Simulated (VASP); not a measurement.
Input of a VASP 6.6.1 run:

Contents of INCAR:

```
SYSTEM = CsNiO2
ALGO = Normal
EDIFF = 1E-7
ENCUT = 520
GGA = PE
ISIF = 2
ISMEAR = -1
ISPIN = 2
LASPH = .TRUE.
LCHARG = .FALSE.
LMAXMIX = 4
LORBIT = 11
LREAL = .FALSE.
LWAVE = .FALSE.
MAGMOM = 0 0 1 1 0 0 0 0
NBANDS = 45
NELM = 150
PREC = Accurate
SIGMA = 0.05
```

The input KPOINTS:

```
k-points
0
G
  6 6 6
  0 0 0
```

POSCAR

```
CsNiO2
1.0
    0.0000000000      4.2605190000      4.2605190000
    4.2605190000      0.0000000000      4.2605190000
    4.2605190000      4.2605190000      0.0000000000
Cs Ni O
2 2 4
Direct
    0.7500000000      0.7500000000      0.7500000000
    0.5000000000      0.5000000000      0.5000000000
    0.2500000000      0.2500000000      0.2500000000
    0.0000000000      0.0000000000      0.0000000000
    0.1250000000      0.6250000000      0.1250000000
    0.1250000000      0.1250000000      0.6250000000
    0.6250000000      0.1250000000      0.1250000000
    0.1250000000      0.1250000000      0.1250000000
```

Potentials or basis: VASP PAW PBE potentials, release 64 (Cs_sv, Ni, O).

Run with:

```bash
$ cat potpaw_PBE.64/Cs_sv/POTCAR potpaw_PBE.64/Ni/POTCAR potpaw_PBE.64/O/POTCAR > POTCAR
$ mpirun -np 1 vasp_std > vasp.out
```

What does it give for the pressure?

-2.7 GPa.

Predict the band gap on the k mesh.

none (metal or under the smearing width).

Caveat: semilocal functionals often make such compounds metallic where correlation or magnetic order opens a gap, which also shifts bond lengths. With open d or f shells a metallic result of PBE can be an artefact of self-interaction; +U or a hybrid may open a gap.
